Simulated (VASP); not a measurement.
Consider the following.

```yaml
crystal:
  lattice:
    - [3.72046, 0.00000, 0.00000]
    - [-1.86023, 3.22201, 0.00000]
    - [0.00000, 0.00000, 7.14827]
  atoms:
    - { symbol: Nb, position: [0.00000, 0.00000, 0.00000] }
    - { symbol: Te, position: [0.66667, 0.33333, 0.74563] }
    - { symbol: Te, position: [0.33333, 0.66667, 0.25437] }
```

Computed with PBEsol GGA, VASP's PBE PAW potentials (set 64) (plane waves; VASP). Numerical set-up: 300 eV cut-off, 7×7×3 Γ-centred mesh, Gaussian smearing of 0.050 eV, potentials Nb_sv Te.

Give the energies of bands 7 to 15 at the high-symmetry points, in eV from the Fermi level.

```csv
band,Γ,M,K,A,L,H
7,-5.38,-5.38,-4.39,-4.29,-5.36,-4.19
8,-2.20,-4.03,-4.14,-2.93,-4.46,-4.19
9,-2.20,-3.16,-4.14,-2.17,-3.25,-4.13
10,-0.66,-2.54,-2.71,-2.17,-2.53,-3.17
11,-0.47,-2.42,-2.68,-0.02,-1.49,-2.51
12,-0.01,-0.89,-2.68,-0.02,-1.14,-2.51
13,-0.01,-0.77,1.06,0.43,-0.62,0.76
14,0.95,1.34,1.31,0.81,1.34,0.76
15,0.95,1.78,1.31,0.81,1.85,1.07
```

It has no gap at this level: it comes out as a metal or semimetal.

The structure comes from a computed database's NbTe2 entry (P-3m1); how it stands against other phases isn't given here. The cell was not relaxed at this level. The electron count is odd and the run is not spin-polarised, which forces a metal.
